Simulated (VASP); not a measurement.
Consider the following.

```
CaRbH3
1.0
    4.46847     0.00000     0.00000
    0.00000     4.46847     0.00000
    0.00000     0.00000     4.46847
Rb Ca H
1 1 3
Direct
  0.00000   0.00000   0.00000
  0.50000   0.50000   0.50000
  0.50000   0.00000   0.50000
  0.00000   0.50000   0.50000
  0.50000   0.50000   0.00000
```

All values below come from PBEsol GGA, VASP's PBE PAW potentials (set 64) (plane waves; VASP). Settings: 400 eV cut-off, Gaussian smearing of 0.050 eV, potentials Rb_sv Ca_sv H.

**Question.** Give the energies of bands 9 to 14 at the high-symmetry points, in eV from the valence-band maximum.

**Answer.** 
```csv
band,Γ,X,M,R
9,-2.90,-1.55,-1.25,-0.24
10,-0.47,-0.76,0.00,-0.24
11,-0.47,-0.20,0.00,-0.24
12,6.16,5.65,3.04,4.40
13,6.16,5.65,4.99,4.40
14,6.16,5.77,4.99,4.40
```

The gap is direct, 3.03 eV, from the valence maximum at M to the conduction minimum at M.

The structure comes from a computed database's RbCaH3 entry (Pm-3m); how it stands against other phases isn't given here. It was relaxed first.
